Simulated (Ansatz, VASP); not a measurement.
# H4C3O3 in two plane-wave programs

Wanted: the spread between two codes on one cell, functional and k mesh. The structure shown is frame 153 of Ansatz's trajectory.

Program: Ansatz 0.2.0. Level of theory: plane waves, with VASP 6.6.1 beside it; single point at PBEsol. Results are calculated unless marked as measured.

**1. The starting structure**

The cell holds 110 atoms: 33 O, 33 C and 44 H. Its edges and angles: a = 10.678 Å, b = 10.678 Å, c = 10.678 Å, α = 90.0°, β = 90.0°, γ = 90.0°. As first built, before any earlier steps moved the atoms (in the runner's words): 11 ethylene carbonate placed at random, at 1.32 g/cm^3; overlaps pushed apart, then 10 ps at 413 K with MMFF94 bonds, angles, torsions, charges and radii (Halgren, J. Comput. Chem. 17, 490 (1996)) in harmonic and 12-6 forms. Snapshot after 20 ps at 313 K and fixed volume.

**2. Ansatz: dynamics, PBEsol**

Ansatz runs on its default PAW (the set named soft_2) files.

One frame of this run of dynamics is then solved in both programs, so the motion causes no difference.

Contents of input.yaml:

```yaml
crystal:
  lattice:
    - [10.67847, 0.0, 0.0]
    - [0.0, 10.67847, 0.0]
    - [0.0, 0.0, 10.67847]
  atoms:
    - { symbol: O, position: [0.32024, 0.98273, 0.87082] }
    - { symbol: C, position: [0.37473, 0.00602, 0.9685] }
    - { symbol: O, position: [0.31631, 0.02748, 0.07818] }
    - { symbol: C, position: [0.40504, 0.04244, 0.16951] }
    - { symbol: C, position: [0.521, 0.08074, 0.09363] }
    - { symbol: O, position: [0.49789, 0.02679, 0.97475] }
    - { symbol: H, position: [0.37735, 0.11968, 0.23556] }
    - { symbol: H, position: [0.41268, 0.96408, 0.22796] }
    - { symbol: H, position: [0.60999, 0.03993, 0.12692] }
    - { symbol: H, position: [0.5377, 0.17888, 0.07555] }
    - { symbol: O, position: [0.59788, 0.294, 0.25593] }
    - { symbol: C, position: [0.65465, 0.31416, 0.35481] }
    - { symbol: O, position: [0.75221, 0.23628, 0.38676] }
    - { symbol: C, position: [0.81292, 0.30365, 0.48456] }
    - { symbol: C, position: [0.70986, 0.38535, 0.5365] }
    - { symbol: O, position: [0.65819, 0.42325, 0.42608] }
    - { symbol: H, position: [0.86287, 0.24835, 0.55116] }
    - { symbol: H, position: [0.8756, 0.36843, 0.44281] }
    - { symbol: H, position: [0.7415, 0.46872, 0.59076] }
    - { symbol: H, position: [0.6402, 0.33702, 0.58377] }
    - { symbol: O, position: [0.40865, 0.69367, 0.18478] }
    - { symbol: C, position: [0.35433, 0.65939, 0.28164] }
    - { symbol: O, position: [0.40293, 0.65415, 0.39589] }
    - { symbol: C, position: [0.32779, 0.56556, 0.45989] }
    - { symbol: C, position: [0.19966, 0.57778, 0.40089] }
    - { symbol: O, position: [0.24352, 0.59712, 0.27892] }
    - { symbol: H, position: [0.37371, 0.47756, 0.44807] }
    - { symbol: H, position: [0.33646, 0.59534, 0.55753] }
    - { symbol: H, position: [0.15119, 0.65736, 0.44432] }
    - { symbol: H, position: [0.14853, 0.49003, 0.41742] }
[... 74 atom lines left out ...]
    - { symbol: C, position: [0.72948, 0.28281, 0.89052] }
    - { symbol: O, position: [0.77401, 0.22815, 0.7825] }
    - { symbol: H, position: [0.85688, 0.35984, 0.03421] }
    - { symbol: H, position: [0.87769, 0.43289, 0.90227] }
    - { symbol: H, position: [0.66666, 0.36183, 0.86915] }
    - { symbol: H, position: [0.68499, 0.20909, 0.94625] }
kpoints:
  mp_grid: { grid: [1, 1, 1] }
hamiltonian:
  xc: pbesol
scf:
  occupations: { method: fixed }
output:
  forces: true
md:
  timestep: 0.5
  n_steps: 460
  ensemble: nvt_langevin
  temperature: 313
  initial_velocities: maxwell_boltzmann
  seed: 7203
```

Started as:

```
$ ansatz run input.yaml --threads 4 --pin off --max-ram 8192MiB --backend cpu --events-out ev --progress --plain --runs-dir out
```

Numbers of over 12 decimals in the logs are rounded to 6 here.

The program printed:

```text
Warning: md: disabling space-group detection — thermal motion breaks the input geometry's symmetry, so no spatial operation reduces the k-mesh or symmetrises the density; time reversal is kept, so that k and −k are solved as one point where they differ and the mesh holds both, and exact exchange and, on two spinor components, a DFT+U term hold to it where the run has them: on two components no moment then forms, and  [...]
Engine: ansatz 0.2.0, x86_64-unknown-linux-gnu
Pseudopotentials: kind: paw
Pseudopotential: O, paw, valence charge 6, recommended cutoff 420 eV (normal), O.paw.azcp
Pseudopotential: C, paw, valence charge 4, recommended cutoff 420 eV (normal), C.paw.azcp
Pseudopotential: H, paw, valence charge 1, recommended cutoff 420 eV (normal), H.paw.azcp
Functional definition: PBEsol
  exchange = pbesol_x
  correlation = pbesol_c
Crystal: 110 atoms, lattice volume = 1217.663 Å³
Basis set: ecut = 420 eV, 23847 PW (Γ), exchange–correlation on 144×144×144 points (8 copies of the dense FFT grid, shifted against one another)
Bands: 297, of which v1, the nominal top of the filled ones, is band 187 counted from 1 (186 counted from 0)
Symmetry: 1 space group operations
k-points: 1
Non-local potential: O, projectors of the file, l = 0: 2, l = 1: 2, l = 2: 1
Non-local potential: C, projectors of the file, l = 0: 2, l = 1: 2, l = 2: 1
Non-local potential: H, projectors of the file, l = 0: 2, l = 1: 1
PAW form: soft (Blöchl's): semilocal exchange-correlation on the pseudo side does not see the compensation charge
PAW frozen core: O, regenerated for the run's functional, and the local potential with it (the file was generated under x = pbe(κ = 0.804, μ = 0.219515), c = pbe(β = 0.066725))
PAW frozen core: C, regenerated for the run's functional, and the local potential with it (the file was generated under x = pbe(κ = 0.804, μ = 0.219515), c = pbe(β = 0.066725))
PAW one-centre angular grid: O, 110 points (default); XC on 64 Gauss nodes
PAW one-centre angular grid: C, 110 points (default); XC on 64 Gauss nodes
PAW one-centre angular grid: H, 110 points (default); XC on 64 Gauss nodes
Initial density: superposition of atomic densities (neutral atoms: chi_scale 0, normalization atom), corrected by the library's trained network
Initial wavefunctions: pseudopotential atomic-orbital guess
Functional: x = pbesol(κ = 0.804, μ = 0.123457), c = pbesol(β = 0.046)
SCF iter   1: F=—  HF=-27315.946774 eV  |F-HF|=—  |Δ(HF+E_count)|=         —  Δρ=7.78e-3  dr2=5.60e-1  ethr=1.77e-3  ⟨swp⟩=5.0  Hψ=943  notcnv=0  defer=106
preconditioner: auto → Resta (q_TF=auto, 2.241 Å⁻¹)  ε∞=2.4  [insulator: Δε(μ)=5.100 eV  Ē_g=17.169 eV  n_scr=250 (ndim 8)  ℏωp=20.6 eV  f_vac=0.272  ε∞_Penn≈2.4]
SCF iter   2: F=—  HF=-27315.844227 eV  |F-HF|=—  |Δ(HF+E_count)|=   1.03e-1  Δρ=3.44e-3  dr2=1.11e-1  ethr=1.50e-4  ⟨swp⟩=2.0  Hψ=445  notcnv=0  defer=104
SCF iter   3: F=—  HF=-27315.840476 eV  |F-HF|=—  |Δ(HF+E_count)|=   3.75e-3  Δρ=1.59e-3  dr2=3.22e-2  ethr=2.98e-5  ⟨swp⟩=3.0  Hψ=360  notcnv=0  defer=53
automatic band count: iteration 3 solves 242 bands in place of 297: the levels show a gap, and the empty bands left out lie too high to hold charge; the band table lists the bands solved (type scf.n_extra_bands for more)
SCF iter   4: F=—  HF=-27315.840676 eV  |F-HF|=—  |Δ(HF+E_count)|=   2.00e-4  Δρ=6.28e-4  dr2=4.93e-3  ethr=8.61e-6  ⟨swp⟩=3.0  Hψ=359  notcnv=0  defer=53
SCF iter   5: F=—  HF=-27315.840965 eV  |F-HF|=—  |Δ(HF+E_count)|=   2.90e-4  Δρ=2.67e-4  dr2=9.75e-4  ethr=1.32e-6  ⟨swp⟩=2.0  Hψ=362  notcnv=0  defer=53
SCF iter   6: F=—  HF=-27315.841289 eV  |F-HF|=—  |Δ(HF+E_count)|=   3.24e-4  Δρ=8.42e-5  dr2=1.22e-4  ethr=2.61e-7  ⟨swp⟩=2.0  Hψ=358  notcnv=0  defer=52
SCF iter   7: F=—  HF=-27315.841301 eV  |F-HF|=—  |Δ(HF+E_count)|=   1.15e-5  Δρ=4.11e-5  dr2=1.95e-5  ethr=3.26e-8  ⟨swp⟩=2.0  Hψ=374  notcnv=0  defer=49
SCF iter   8: F=—  HF=-27315.842407 eV  |F-HF|=—  |Δ(HF+E_count)|=   1.11e-3  Δρ=2.04e-5  dr2=4.30e-6  ethr=5.23e-9  ⟨swp⟩=2.0  Hψ=429  notcnv=0  defer=47
SCF iter   9: F=—  HF=-27315.842409 eV  |F-HF|=—  |Δ(HF+E_count)|=   1.31e-6  Δρ=6.08e-6  dr2=4.39e-7  ethr=1.15e-9  ⟨swp⟩=2.0  Hψ=366  notcnv=0  defer=47
SCF iter  10: F=—  HF=-27315.842409 eV  |F-HF|=—  |Δ(HF+E_count)|=   3.50e-7  Δρ=3.62e-6  dr2=1.47e-7  ethr=2.67e-11  ⟨swp⟩=5.0  Hψ=846  notcnv=0
SCF iter  11: F=-27315.842409 eV  HF=-27315.842409 eV  |F-HF|=1.53e-8  |Δ(HF+E_count)|=   3.59e-8  Δρ=9.31e-7  dr2=1.00e-8  ethr=2.67e-11  ⟨swp⟩=4.0  Hψ=760  notcnv=0
[...]
md step   459: t =   229.50 fs  T =   300.6 K  F+E_penalty+E_count = -27317.00702568 eV  E_kin = 4.273569 eV  (6 SCF iters)
iter 1 solved again at ethr=7.86e-6 eV; its pass at ethr=3.10e-3 eV (dr2=2.94e-2 eV) is discarded
SCF iter   1: F=—  HF=-27317.088289 eV  |F-HF|=—  |Δ(HF+E_count)|=         —  Δρ=2.17e-3  dr2=3.15e-2  ethr=7.86e-6  ⟨swp⟩=2.0  Hψ=785  notcnv=0  defer=53
automatic band count: iteration 1 solves 242 bands in place of 297: the levels show a gap, and the empty bands left out lie too high to hold charge; the band table lists the bands solved (type scf.n_extra_bands for more)
preconditioner: auto → Resta (q_TF=auto, 2.241 Å⁻¹)  ε∞=2.8  [insulator: Δε(μ)=5.408 eV  Ē_g=15.180 eV  n_scr=250 (ndim 8)  ℏωp=20.6 eV  f_vac=0.268  ε∞_Penn≈2.8]
SCF iter   2: F=—  HF=-27317.080892 eV  |F-HF|=—  |Δ(HF+E_count)|=   7.40e-3  Δρ=9.94e-4  dr2=5.33e-3  ethr=7.86e-6  ⟨swp⟩=2.0  Hψ=347  notcnv=0  defer=53
SCF iter   3: F=—  HF=-27317.079897 eV  |F-HF|=—  |Δ(HF+E_count)|=   9.95e-4  Δρ=2.79e-4  dr2=6.05e-4  ethr=1.42e-6  ⟨swp⟩=2.0  Hψ=345  notcnv=0  defer=53
SCF iter   4: F=—  HF=-27317.079813 eV  |F-HF|=—  |Δ(HF+E_count)|=   8.49e-5  Δρ=9.81e-5  dr2=9.95e-5  ethr=1.62e-7  ⟨swp⟩=2.0  Hψ=373  notcnv=0  defer=52
SCF iter   5: F=—  HF=-27317.081283 eV  |F-HF|=—  |Δ(HF+E_count)|=   1.47e-3  Δρ=2.56e-5  dr2=1.06e-5  ethr=2.66e-8  ⟨swp⟩=2.0  Hψ=403  notcnv=0  defer=52
SCF iter   6: F=—  HF=-27317.081286 eV  |F-HF|=—  |Δ(HF+E_count)|=   3.76e-6  Δρ=1.70e-5  dr2=3.60e-6  ethr=2.84e-9  ⟨swp⟩=2.0  Hψ=372  notcnv=0  defer=52
SCF iter   7: F=—  HF=-27317.081287 eV  |F-HF|=—  |Δ(HF+E_count)|=   3.39e-7  Δρ=4.79e-6  dr2=3.58e-7  ethr=9.63e-10  ⟨swp⟩=2.0  Hψ=372  notcnv=0  defer=52
SCF iter   8: F=-27317.081287 eV  HF=-27317.081287 eV  |F-HF|=1.24e-8  |Δ(HF+E_count)|=   2.62e-7  Δρ=2.60e-6  dr2=7.87e-8  ethr=2.67e-11  ⟨swp⟩=4.0  Hψ=774  notcnv=0
SCF 461 converged in 8 iterations: F = -27317.081287 eV  dr2 = 7.87e-8
md step   460: t =   230.00 fs  T =   302.6 K  F+E_penalty+E_count = -27317.08128695 eV  E_kin = 4.302074 eV  (8 SCF iters)
SCF converged after 8 iterations
Free energy (F): -27317.081287 eV
Harris-Foulkes:  -27317.081287 eV  (|F-HF|=1.24e-8)
Internal energy: -27317.081287 eV  (E = F + TS)
E sigma→0 (E₀):  -27317.081287 eV
Fermi energy:    -0.846393 eV
--- Per-component energies (eV) ---
  E_band       = -3194.166969
  E_kinetic    = 9327.226665
  E_local      = -31381.578588  (includes V_loc(G=0)·N_el)
  E_nonlocal   = 2565.372211
  E_hartree    = 11607.206963
  E_xc         = -4318.314524
  E_vxc        = -5480.346873  (∫ρ·V_xc dr)
  E_paw        = -8203.286503  (= ΣΔE_a)
  E_vpaw       = -1439.271568  (= ΣTr[D̂ρ^β])
  E_aug_tail   = 0.023783  (compensation charges beyond the density's cutoff)
  E_ewald      = -6915.592111
  E_core_change = 1.860818  (= ΣΔE_core)
  E_smearing   = -0.000000  (= −TS)
  E_closure    = -0.000000  (closes the sum)
  Σ components = -27317.081287   (vs F -27317.081287, Δ=0.00e0)
--- Forces (eV/Å), atoms counted from 1 ---
  atom   1  O     -1.45604983    -0.71880839    -0.94460534
  atom   2  C      2.16363979     0.78486581     0.41716512
  atom   3  O     -1.19074287    -1.01497733    -1.53657880
  atom   4  C      0.17824045     2.79678030    -0.36841288
  atom   5  C      0.93214405    -0.25296689    -0.13887951
  atom   6  O     -0.75128633     0.26550347     0.75699849
  atom   7  H      1.39264387    -1.53762237     0.26780978
  atom   8  H      0.12682033    -0.54613965     1.38483532
  atom   9  H     -1.02935250     0.10288913    -0.07890154
  atom  10  H     -0.52969640     0.17113585     0.49629892
  atom  11  O     -0.99797749    -0.84398258    -1.55608395
  atom  12  C      2.01916143     1.47128749     2.70437683
  atom  13  O     -0.75451879     0.47266576     0.36572163
  atom  14  C      0.31845300     0.51573120    -0.72210939
  atom  15  C     -1.63904462    -0.29149980     1.21261451
  atom  16  O      0.55060402    -0.87047459    -0.02763239
  atom  17  H      0.12574689    -1.18213758     0.73084438
  atom  18  H     -0.99493216     0.25470885    -0.44109380
  atom  19  H      0.80692271    -0.40162088    -0.35301616
  atom  20  H      0.41527940     0.63976722    -1.85585890
  atom  21  O     -1.26122613    -0.79371307     1.98597000
  atom  22  C      0.10208072     0.82011244    -2.20958867
  atom  23  O     -0.32641067     0.32544929    -1.03416876
  atom  24  C     -1.00172587    -1.33862395    -0.29792740
[...]
atom 103  O     -0.96218659     0.46072211    -1.50377487
  atom 104  C     -0.38286413     0.09750671    -0.25234115
  atom 105  C     -1.64095535    -1.14993137     1.04650113
  atom 106  O      0.81812827    -0.31225117    -0.50773764
  atom 107  H     -0.13062013     0.06435135     0.05374375
  atom 108  H      0.50933563    -1.01825204     0.54895616
  atom 109  H      0.83911164    -0.01209748     0.59594801
  atom 110  H      1.48287978     1.57360096    -1.10568031
  max |Σ_I F_I| component: 1.14e-4 eV/Å
--- MD trajectory: 460 steps, t = 0.0 → 230.0 fs ---
  final state: T = 302.6 K   F+E_penalty+E_count = -27317.08128695 eV   E_kin = 4.302074 eV
```

The column dr2 measures how far the density is from self-consistency, as an energy; F and HF (Harris–Foulkes) agree once it is small.

**3. VASP: single point, PBEsol**

The same cell, functional and mesh now go to VASP, with its own data sets.

Lines of VASP's logs that name or quote its potential files are left out, and so is its time.

Contents of INCAR:

```
SYSTEM = H4C3O3
PREC = Accurate
ENCUT = 520
EDIFF = 1E-06
NELM = 120
ISMEAR = 0
SIGMA = 0.01
LREAL = Auto
ALGO = Normal
GGA = PS
NBANDS = 264
LORBIT = 11
LWAVE = .FALSE.
LCHARG = .FALSE.
ISIF = 2
LASPH = .TRUE.
GGA_COMPAT = .FALSE.
EFERMI = MIDGAP
NCORE = 2
```

Contents of POSCAR:

```
H4C3O3
1.0
   10.6784700000      0.0000000000      0.0000000000
    0.0000000000     10.6784700000      0.0000000000
    0.0000000000      0.0000000000     10.6784700000
O C H
33 33 44
Direct
    0.3092765162      0.9590044267      0.8724189889
    0.3176204082      0.0303695192      0.0667605003
    0.4938160617      0.0241233061      0.9606994260
    0.5966491454      0.3270693273      0.2643356211
    0.7632273163      0.2763317217      0.3892411553
    0.6312140222      0.4248642362      0.4486972385
    0.3954218160      0.6735328188      0.1889971129
    0.4181966143      0.6224206277      0.3882485038
    0.2372249957      0.5744924132      0.2896107776
    0.7007932784      0.7288310029      0.8964767425
    0.8059862508      0.7970804806      0.0675284006
    0.7494051114      0.5971735651      0.0614132924
    0.0142717075      0.3851769027      0.2494739415
    0.0597932101      0.5168437051      0.0943112637
    0.1720939423      0.3404701235      0.1150445710
    0.1516134802      0.4355961107      0.6706578751
    0.2652627202      0.2685871665      0.7278196221
    0.2051792064      0.2893672970      0.5273508283
    0.1592924829      0.8504589141      0.3392339914
    0.0396686042      0.0244417037      0.3434761721
    0.0691672122      0.9255258478      0.1635627576
    0.5304879819      0.4070152372      0.7326424104
    0.4323278522      0.5391783654      0.8623707329
    0.5203835381      0.6161744145      0.6871864602
    0.8885542592      0.5587504577      0.7470733167
    0.9878072420      0.7276604233      0.6628758614
    0.9745590895      0.7107291588      0.8692256475
    0.5271167124      0.0730535367      0.4069684140
    0.6672397825      0.9124715432      0.4277672738
    0.6474991267      0.0451562818      0.5821714159
[... 74 atom lines left out ...]
    0.8257737298      0.9984922934      0.6498777447
    0.7024789132      0.9254602953      0.7111786614
    0.8359249967      0.3266479187      0.0488927721
    0.8830946755      0.4175410897      0.9210870097
    0.6563580738      0.3491324132      0.8572108177
    0.6691033453      0.2197318530      0.9677229041
```

Contents of KPOINTS:

```
Automatic mesh
0
Gamma
1 1 1
0 0 0
```

The projector-augmented-wave data sets are O, C and H (PBE family, release 64).

Started as:

```
$ mpirun -np 8 vasp_gam
```

The program printed:

```text
[banner, memory and clock lines left out]
running    8 mpi-ranks, on    1 nodes
[...]
|                                                                             |
|               ----> ADVICE to this user running VASP <----                  |
|                                                                             |
|     You enforced a specific xc type in the INCAR file but a different       |
|     [... a line on the potential file left out ...]
|     I HOPE YOU KNOW WHAT YOU ARE DOING!                                     |
|                                                                             |

 LDA part: xc-table for (Slater+PW92), standard interpolation
 POSCAR, INCAR and KPOINTS ok, starting setup
[...]
entering main loop
       N       E                     dE             d eps       ncg     rms          rms(c)
DAV:   1     0.309203468299E+04    0.30920E+04   -0.20977E+05   544   0.135E+03
DAV:   2    -0.419690756962E+03   -0.35117E+04   -0.33405E+04   648   0.328E+02
DAV:   3    -0.737930938353E+03   -0.31824E+03   -0.31520E+03   640   0.104E+02
DAV:   4    -0.744881637678E+03   -0.69507E+01   -0.69163E+01   656   0.165E+01
[...]
DAV:  16    -0.698108598424E+03    0.24897E-04   -0.71351E-05   648   0.339E-02    0.102E-02
DAV:  17    -0.698108599430E+03   -0.10063E-05   -0.35475E-05   648   0.200E-02    0.661E-03
DAV:  18    -0.698108599427E+03    0.27794E-08   -0.91890E-06   624   0.899E-03
   1 F= -.69810860E+03 E0= -.69810860E+03  d E =0.000000E+00
```

Parts of OUTCAR (step 3):

```text
  FREE ENERGIE OF THE ION-ELECTRON SYSTEM (eV)
  ---------------------------------------------------
  free  energy   TOTEN  =      -698.1085994274 eV

  energy  without entropy=     -698.1085994274  energy(sigma->0) =     -698.10859943
```

The run ends at a pressure of 1.44 GPa, with forces up to 3.5 eV/Å.

**4. Side by side**

Known differences besides the potentials themselves: fixed occupations in Ansatz, narrow Gaussian smearing in VASP; the cutoff is 420 eV in Ansatz and 520 eV in VASP (PREC = Accurate, projectors in real space); Ansatz makes its cores anew for this functional, VASP keeps those of its PBE data sets. Total energies have different zeros and are not compared.

Forces on 10 of the 110 atoms, those with the largest forces and the largest differences (eV/Å; atoms numbered as in POSCAR):

| atom | Ansatz x, y, z | VASP x, y, z |
| --- | --- | --- |
| O7 | 0.086, 0.035, -1.670 | 0.336, 0.307, -2.168 |
| O22 | -0.372, -0.452, -0.293 | -0.178, -0.992, -0.434 |
| O25 | 0.093, -0.145, 0.189 | -0.205, -0.650, 0.119 |
| C34 | 0.427, -2.557, -0.747 | 0.531, -2.432, -0.701 |
| C39 | 0.282, 1.719, -1.847 | 0.343, 1.730, -1.747 |
| C57 | 2.398, -0.605, -0.619 | 2.370, -0.484, -0.615 |
| C64 | 3.428, -0.989, -0.496 | 3.379, -0.920, -0.404 |
| C65 | 0.564, 0.653, -2.706 | 0.505, 0.780, -2.603 |
| H106 | -1.148, -1.399, 2.491 | -1.153, -1.403, 2.511 |
| H107 | 0.075, 0.004, 3.316 | 0.073, 0.009, 3.329 |

The forces differ by 122 meV/Å r.m.s., which is 14.9 % of the r.m.s. force of 0.822 eV/Å (both taken over all components).

**5. Summary of results**

| Item | Value |
| --- | --- |
| r.m.s. force difference (single point, PBEsol) | 15 % of the r.m.s. force |

In words: The r.m.s. force difference is 15 % of the r.m.s. force (single point, PBEsol), beyond the 3 % picked in this series as the mark of a large difference. What causes the difference of the single point, PBEsol pair stays open here. 2 further runs of this series are not shown here. Such differences can come from data sets, numerical settings and the points named under the comparisons, not from the functional's error against experiment.

[Lines on the potential files, build, host, timing and source positions are cut from VASP's logs without a mark.]

[Logs are printed without paths, hosts, clocks, repeated set-up lines and the standing remarks that a program may print on its own settings, such as how far it seeks lower states.]

[Hosts, paths, dates, database ids (printed as entryN), source tags and the programs' standing remarks are cut or masked in the printed files.]

[The MMFF94 radii named for the starting cell were scaled by 0.96; in molecules described by MMFF94, hydrogen bound to N, O or S took a small fixed 12-6 site in their place.]
